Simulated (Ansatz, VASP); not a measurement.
**Cross-check of W (W strained to the junction's net) between VASP and Ansatz**

One calculation is typed for both programs; each brings its own data sets. How far apart do they land? The structure shown is the end of the Ansatz relaxation below.

Program: Ansatz 0.2.0. Level of theory: plane waves, with VASP 6.6.1 beside it; single point at PBE. Results are calculated unless marked as measured.

## Step 1: Starting point

Symmetry: I4/mmm, No. 139, tetragonal system. The conventional cell has a = 3.150 Å, b = 3.150 Å, c = 3.209 Å, α = 90.00°, β = 90.00°, γ = 90.00°. Nearest to W lie 8 W at 2.75 Å.

## Step 2: Ansatz: relaxation, PBE

Ansatz runs on its default PAW (the set named soft_2) files.

This run makes the geometry at which the two programs are then compared.

Contents of input.yaml:

```yaml
crystal:
  lattice:
    - [3.15, 0.0, 0.0]
    - [0.0, 3.15, 0.0]
    - [0.0, 0.0, 3.184]
  atoms:
    - { symbol: W, position: [0.0, 0.0, 0.0] }
    - { symbol: W, position: [0.5, 0.5, 0.5] }
kpoints:
  mp_grid: { grid: [10, 10, 10] }
scf:
  occupations: { method: fermi_dirac, width: 0.1 }
  max_iter: 150
hamiltonian:
  xc: pbe
relax:
  f_tol: 0.01
  max_steps: 40
  cell: { fix: [a, b, angles] }
```

Run with:

```bash
ansatz run input.yaml --threads 4 --pin off --max-ram 12288MiB --backend cpu --events-out ev --progress --plain --runs-dir out
```

Numbers of over 12 decimals in the logs are rounded to 6 here.

Log:

```text
Engine: ansatz 0.2.0, aarch64-unknown-linux-gnu
Pseudopotentials: kind: paw
Pseudopotential: W, paw, valence charge 14, recommended cutoff 420 eV (normal), W.paw.azcp
Functional definition: PBE
  parameter kappa = 0.804
  parameter beta = 0.066725
  exchange = pbe_x(kappa = kappa, mu = beta*pi^2/3)
  correlation = pbe_c(beta = beta)
Crystal: 2 atoms, lattice volume = 31.593 Å³
Basis set: ecut = 420 eV, 619 PW (Γ), exchange–correlation on 48×48×48 points (8 copies of the dense FFT grid, shifted against one another)
Bands: 18, of which v1, the nominal top of the filled ones, is band 14 counted from 1 (13 counted from 0)
Symmetry: 32 space group operations
Space group: I4/mmm (ITA 139), of the structure as read, at distance tolerance 3.2e-5 Å
k-points: 126 of 1000
Non-local potential: W, projectors of the file, l = 0: 3, l = 1: 2, l = 2: 2, l = 3: 1
PAW form: soft (Blöchl's): semilocal exchange-correlation on the pseudo side does not see the compensation charge
PAW one-centre angular grid: W, 590 points (default); XC on 64 Gauss nodes
Initial density: superposition of atomic densities (neutral atoms: chi_scale 0, normalization atom), corrected by the library's trained network
Initial wavefunctions: pseudopotential atomic-orbital guess
Functional: x = pbe(κ = 0.804, μ = 0.219515), c = pbe(β = 0.066725)
SCF iter   1: F=—  HF=-20769.646734 eV  |F-HF|=—  |Δ(HF+E_count)|=         —  Δρ=1.73e-3  dr2=3.30e-4  ethr=1.77e-3  ⟨swp⟩=5.0  Hψ=9353  notcnv=0
preconditioner: auto → none  [metal: Δε(μ)=0.081 eV  Ē_g=5.658 eV  σ=0.100 eV  W_gap=0.20  n_scr=6 (ndim 8)  ℏωp=22.9 eV  f_vac=0.000  D(μ)=0.82/eV (n_scr^D=6)  sad-step TF]
SCF iter   2: F=—  HF=-20769.647481 eV  |F-HF|=—  |Δ(HF+E_count)|=   7.47e-4  Δρ=1.06e-3  dr2=1.36e-4  ethr=1.18e-6  ⟨swp⟩=2.6  Hψ=5075  notcnv=0
SCF iter   3: F=—  HF=-20769.647536 eV  |F-HF|=—  |Δ(HF+E_count)|=   5.54e-5  Δρ=2.86e-4  dr2=1.41e-5  ethr=4.87e-7  ⟨swp⟩=2.0  Hψ=3916  notcnv=0
SCF iter   4: F=—  HF=-20769.647524 eV  |F-HF|=—  |Δ(HF+E_count)|=   1.25e-5  Δρ=1.20e-4  dr2=2.03e-6  ethr=5.03e-8  ⟨swp⟩=2.6  Hψ=4042  notcnv=0
iter 5 did not close the SCF: its close was put off for the readings that it lacked (scf_convergence_deferred on its scf_iter line)
SCF iter   5: F=-20769.647523 eV  HF=-20769.647523 eV  |F-HF|=5.06e-10  |Δ(HF+E_count)|=   5.90e-7  Δρ=4.63e-6  dr2=2.21e-9  ethr=7.26e-9  ⟨swp⟩=2.0  Hψ=3800  notcnv=0
SCF iter   6: F=-20769.647523 eV  HF=-20769.647523 eV  |F-HF|=9.13e-10  |Δ(HF+E_count)|=   1.42e-9  Δρ=3.02e-6  dr2=1.22e-9  ethr=7.89e-12  ⟨swp⟩=1.3  Hψ=6997  notcnv=0
SCF 1 converged in 6 iterations: F = -20769.647523 eV  dr2 = 1.22e-9
  greatest PAW one-centre occupation: 1.000 electrons in one spin orbital (limit 2), on the W atom at site 1 (counted from 0), in its partial waves of l = 0
relax step   1: F+E_penalty+E_count = -20769.64752320 eV  Δ(F+E_penalty+E_count) = +0.000e0 eV  max|allowed force component| = 1.381e-30 eV/Å  Δτ_max = 0.0000 Å  P = +6.807 GPa  Ω = 31.593 Å³  fix = [a, b, alpha, beta, gamma]  reactions: a +8.074, b +8.074 GPa  (6 SCF iters, dr2 threshold 1.00e-7 eV, accepted)
[...]
relax step   2: F+E_penalty+E_count = -20769.62377898 eV  Δ(F+E_penalty+E_count) = +2.374e-2 eV  max|allowed force component| = 2.958e-30 eV/Å  Δτ_max = 0.0000 Å  P = -2.582 GPa  Ω = 32.588 Å³  energy of the carried Pulay correction = -4.745e-4 eV  fix = [a, b, alpha, beta, gamma]  (6 SCF iters, dr2 threshold 2.00e-7 eV, rejected (line search))
[...]
relax step   3: F+E_penalty+E_count = -20769.65067017 eV  Δ(F+E_penalty+E_count) = -3.147e-3 eV  max|allowed force component| = 1.795e-29 eV/Å  Δτ_max = 0.0000 Å  P = +4.006 GPa  Ω = 31.870 Å³  energy of the carried Pulay correction = -1.336e-4 eV  fix = [a, b, alpha, beta, gamma]  reactions: a +6.219, b +6.219 GPa  (6 SCF iters, accepted)
[...]
relax step   4: F+E_penalty+E_count = -20769.65071575 eV  Δ(F+E_penalty+E_count) = -4.558e-5 eV  max|allowed force component| = 4.733e-30 eV/Å  Δτ_max = 0.0000 Å  P = +4.251 GPa  Ω = 31.845 Å³  energy of the carried Pulay correction = -1.216e-4 eV  fix = [a, b, alpha, beta, gamma]  reactions: a +6.383, b +6.383 GPa  (6 SCF iters, dr2 threshold 2.00e-7 eV, accepted)
[...]
relax step   5: F+E_penalty+E_count = -20769.65084521 eV  Δ(F+E_penalty+E_count) = -1.295e-4 eV  max|allowed force component| = 3.353e-30 eV/Å  Δτ_max = 0.0000 Å  P = +4.250 GPa  Ω = 31.845 Å³  fix = [a, b, alpha, beta, gamma]  reactions: a +6.382, b +6.382 GPa  stress off target by 1.36e-2 GPa on what of the cell is left free  SCF on the basis re-selected at this cell (its energy is not comparable with the rows above)  (8 SCF iters)
basis re-selected at this cell: Δ(F+E_penalty+E_count) = -1.295e-4 eV, ΔP = -0.001 GPa vs the last step (what re-selecting the basis moved, of the pressure what is left beyond the Pulay correction that the steps carried, after the strain that the cell walked since its last selection, with what the two solves' SCF thresholds leave and, on support functions, any second-order correction that the steps lacked; it is no m [...]
SCF converged after 8 iterations
Free energy (F): -20769.650845 eV
Harris-Foulkes:  -20769.650845 eV  (|F-HF|=1.09e-11)
Internal energy: -20769.622264 eV  (E = F + TS)
E sigma→0 (E₀):  -20769.636555 eV
Entropy (-TS):   -0.028581 eV (-14.291 meV/atom)
Fermi energy:    22.496154 eV
--- Per-component energies (eV) ---
  E_band       = -165.877159
  E_kinetic    = 900.342215
  E_local      = -1203.227626  (includes V_loc(G=0)·N_el)
  E_nonlocal   = 0.620383
  E_hartree    = 432.068047
  E_xc         = -534.129482
  E_vxc        = -477.906281  (∫ρ·V_xc dr)
  E_paw        = -17124.884151  (= ΣΔE_a)
  E_vpaw       = -249.841825  (= ΣTr[D̂ρ^β])
  E_aug_tail   = -0.000120  (compensation charges beyond the density's cutoff)
  E_ewald      = -3240.411531
  E_smearing   = -0.028581  (= −TS)
  E_closure    = 0.000000  (closes the sum)
  Σ components = -20769.650845   (vs F -20769.650845, Δ=0.00e0)
--- Forces (eV/Å), atoms counted from 1 ---
  atom   1  W      0.00000000     0.00000000     0.00000000
  atom   2  W     -0.00000000     0.00000000     0.00000000
  max |Σ_I F_I| component: 6.31e-30 eV/Å
--- Stress (GPa, compression-positive) ---
        6.381818       0.000000       0.000000
        0.000000       6.381818      -0.000000
        0.000000      -0.000000      -0.013621
  P = ⅓ Tr σ = 4.2500 GPa (42.500 kbar)
--- Relaxed structure (4 steps of the walk, 3 accepted, 1 SCFs on fresh bases) ---
  F+E_penalty+E_count = -20769.65084521 eV   max|allowed force component| = 3.353e-30 eV/Å   (the final SCF, on the basis selected at the relaxed cell)
  cell:  # Å, volume = 31.8453 Å³
    - [3.15, 0, 0]
    - [0, 3.15, 0]
    - [0, 0, 3.209403]
  atoms:
    - { symbol: W, position: [0.0, 0.0, 0.0] }
    - { symbol: W, position: [0.5, 0.5, 0.5] }
```

The column dr2 measures how far the density is from self-consistency, as an energy; F and HF (Harris–Foulkes) agree once it is small.

## Step 3: VASP: single point, PBE

The same cell, functional, mesh and smearing now go to VASP, with its own data sets.

Lines of VASP's logs that name or quote its potential files are left out, and so is its time.

Contents of INCAR:

```
SYSTEM = W
PREC = Accurate
ENCUT = 600
EDIFF = 1E-06
NELM = 120
ISMEAR = -1
SIGMA = 0.1
LREAL = .FALSE.
ALGO = Normal
GGA = PE
NBANDS = 12
LASPH = .TRUE.
LORBIT = 11
LWAVE = .FALSE.
LCHARG = .FALSE.
ISIF = 2
GGA_COMPAT = .FALSE.
```

Contents of POSCAR:

```
W
1.0
    3.1500000000      0.0000000000      0.0000000000
    0.0000000000      3.1500000000      0.0000000000
    0.0000000000      0.0000000000      3.2094030331
W
2
Direct
    0.0000000000      0.0000000000      0.0000000000
    0.5000000000      0.5000000000      0.5000000000
```

Contents of KPOINTS:

```
Automatic mesh
0
Gamma
10 10 10
0 0 0
```

PAW data sets: W (PBE family, release 64).

Run with:

```bash
mpirun -np 1 vasp_std
```

Log:

```text
[banner, memory and clock lines left out]
running    1 mpi-ranks, on    1 nodes
 distrk:  each k-point on    1 cores,    1 groups
 distr:  one band on    1 cores,    1 groups

 POSCAR found type information on POSCAR W
 POSCAR found :  1 types and       2 ions
 LDA part: xc-table for (Slater+PW92), standard interpolation
 POSCAR, INCAR and KPOINTS ok, starting setup
 FFT: planning ... GRIDC
 FFT: planning ... GRID_SOFT
 FFT: planning ... GRID
 WAVECAR not read
 entering main loop
       N       E                     dE             d eps       ncg     rms          rms(c)
DAV:   1     0.397773071359E+02    0.39777E+02   -0.59473E+03  3024   0.992E+02
DAV:   2    -0.240036772301E+02   -0.63781E+02   -0.58592E+02  3580   0.241E+02
DAV:   3    -0.273553924424E+02   -0.33517E+01   -0.32094E+01  3716   0.451E+01
DAV:   4    -0.274068801635E+02   -0.51488E-01   -0.51409E-01  3376   0.566E+00
DAV:   5    -0.274072335345E+02   -0.35337E-03   -0.35335E-03  3640   0.437E-01    0.285E+01
DAV:   6    -0.264415286250E+02    0.96570E+00   -0.68567E-01  3308   0.587E+00    0.142E+01
DAV:   7    -0.260573898359E+02    0.38414E+00   -0.81296E-01  3500   0.634E+00    0.542E-01
DAV:   8    -0.260543555401E+02    0.30343E-02   -0.60111E-03  3204   0.556E-01    0.182E-01
DAV:   9    -0.260540995252E+02    0.25601E-03   -0.38081E-04  3628   0.125E-01    0.228E-02
DAV:  10    -0.260541057054E+02   -0.61801E-05   -0.78245E-06  3424   0.301E-02    0.183E-02
DAV:  11    -0.260541030794E+02    0.26260E-05   -0.13519E-06  1908   0.779E-03    0.711E-04
DAV:  12    -0.260541032141E+02   -0.13469E-06   -0.96338E-08  1660   0.283E-03
   1 F= -.26054103E+02 E0= -.26039967E+02  d E =-.282725E-01
```

OUTCAR, selected parts (step 3):

```text
ion  position               nearest neighbor table
   1  0.000  0.000  0.000-   2 2.75   2 2.75   2 2.75   2 2.75   2 2.75   2 2.75   2 2.75   2 2.75

  LATTYP: Found a simple tetragonal cell.
 ALAT       =     3.1500000000
 C/A-ratio  =     1.0188581057

 Subroutine GETGRP returns: Found 16 space group operations
 (whereof 16 operations were pure point group operations)

The static configuration has the point symmetry D_4h.

 Found    126 irreducible k-points:

   k-points           NKPTS =    126   k-points in BZ     NKDIM =    126   number of bands    NBANDS=     12

   dimension x,y,z NGX =    28 NGY =   28 NGZ =   28
   dimension x,y,z NGXF=    56 NGYF=   56 NGZF=   56

   ENCUT  =  600.0 eV  44.10 Ry    6.64 a.u.   6.29  6.29  6.41*2*pi/ulx,y,z

   NELECT =      12.0000    total number of electrons

 k-points in reciprocal lattice and weights: Automatic mesh
   0.00000000  0.00000000  0.00000000       0.001
   0.10000000  0.00000000  0.00000000       0.004
   0.20000000  0.00000000  0.00000000       0.004
   0.30000000  0.00000000  0.00000000       0.004
   0.40000000  0.00000000  0.00000000       0.004
   0.50000000  0.00000000  0.00000000       0.002
   0.10000000  0.10000000  0.00000000       0.004
   0.20000000  0.10000000  0.00000000       0.008
   0.30000000  0.10000000  0.00000000       0.008
[...]
0.50000000  0.40000000  0.50000000       0.004
   0.50000000  0.50000000  0.50000000       0.001

 average (electrostatic) potential at core
       1 -37.9774       2 -37.9774

 E-fermi :   7.7572

 k-point     1 :       0.0000    0.0000    0.0000
  band No.  band energies     occupation
    ...
      2       1.9574      2.00000
      3       2.0109      2.00000
      4       6.4488      2.00000
      5       6.4488      2.00000
      6       6.6914      1.99995
      7       9.8182      0.00000
      8      10.1432      0.00000
      9      12.7977      0.00000
     10      12.8768      0.00000
     11      12.8768      0.00000
    ...

 k-point     2 :       0.1000    0.0000    0.0000
  band No.  band energies     occupation
    ...
      2       2.0945      2.00000
      3       2.1950      2.00000
      4       6.4198      2.00000
      5       6.5624      1.99999
      6       6.6593      1.99997
      7       9.6504      0.00000
      8      10.0844      0.00000
      9      11.8423      0.00000
     10      11.8818      0.00000
     11      12.6397      0.00000
    ...

 k-point     3 :       0.2000    0.0000    0.0000
  band No.  band energies     occupation
    ...
      2       2.4792      2.00000
      3       2.6912      2.00000
      4       6.3747      2.00000
      5       6.6056      1.99998
      6       6.8994      1.99962
      7       8.7490      0.00010
      8      10.2930      0.00000
      9      10.4041      0.00000
     10      10.4228      0.00000
     11      11.9937      0.00000
    ...

  Total        0.5790452      0.5790452     -0.7017536      0.0000000      0.0000000      0.0000000
  in kB       29.1324933     29.1324933    -35.3061075      0.0000000      0.0000000      0.0000000
  external PRESSURE =       7.6529597 kB  Pullay stress =       0.0000000 kB

  energy-cutoff  :      600.00
  volume of cell :       31.85
      direct lattice vectors                 reciprocal lattice vectors
     3.150000000  0.000000000  0.000000000     0.317460317  0.000000000  0.000000000
     0.000000000  3.150000000  0.000000000     0.000000000  0.317460317  0.000000000
     0.000000000  0.000000000  3.209403033     0.000000000  0.000000000  0.311584425

 POSITION                                       TOTAL-FORCE (eV/Angst)
 -----------------------------------------------------------------------------------
      0.00000      0.00000      0.00000        -0.000000     -0.000000     -0.000000
      1.57500      1.57500      1.60470         0.000000      0.000000      0.000000
 -----------------------------------------------------------------------------------
    total drift:                               -0.000000      0.000000      0.000000

  FREE ENERGIE OF THE ION-ELECTRON SYSTEM (eV)
  ---------------------------------------------------
  free  energy   TOTEN  =       -26.0541032141 eV

  energy  without entropy=      -26.0258307134  energy(sigma->0) =      -26.03996696

 total charge
# of ion       s       p       d       tot
------------------------------------------
    1        0.676   0.721   4.141   5.539
    2        0.676   0.721   4.141   5.539
--------------------------------------------------
tot          1.352   1.442   8.283  11.077

[... 3 further parts left out ...]
```

The data set W keeps the semicore shell frozen, which is cheaper and a little less accurate.

## Step 4: Differences

Known differences besides the potentials themselves: the data sets hold 28 valence electrons in Ansatz (on its default PAW (the set named soft_2) files) and 12 in VASP; the cutoff is 420 eV in Ansatz and 600 eV in VASP; Ansatz's pressure holds a Pulay correction, VASP's none. Total energies have different zeros and are not compared.

The two programs side by side:

```csv
quantity,Ansatz,VASP,difference
pressure (GPa),4.25,0.77,+3.48
```

## Step 5: Further runs

Further runs change the set-up of one program: Ansatz's method, potentials or start, or VASP's data sets, cutoff or form of LDA. The table gives that difference for each run.

```csv
run,pressure (GPa)
as above,3.5
VASP with the data sets W_sv and a cutoff of 500 eV,-0.55
```

## Step 6: Outcome

```
difference in pressure (single point, PBE) : 3.5 GPa
```

**Reading.** The difference in pressure is 3.5 GPa (single point, PBE), beyond the 1 GPa picked in this series as the mark of a large difference. The data sets hold unlike numbers of valence electrons (28 in Ansatz and 12 in VASP), so part of the differences comes from the potentials. Single point, PBE, VASP with the data sets W_sv and a cutoff of 500 eV: the difference in pressure goes from 3.5 to -0.55 GPa. Such differences can come from data sets, numerical settings and the points named under the comparisons, not from the functional's error against experiment.

[Lines on the potential files, build, host, timing and source positions are cut from VASP's logs without a mark.]

[Logs are printed without paths, hosts, clocks, repeated set-up lines and the standing remarks that a program may print on its own settings, such as how far it seeks lower states.]

[Hosts, paths, dates, database ids (printed as entryN), source tags and the programs' standing remarks are cut or masked in the printed files.]
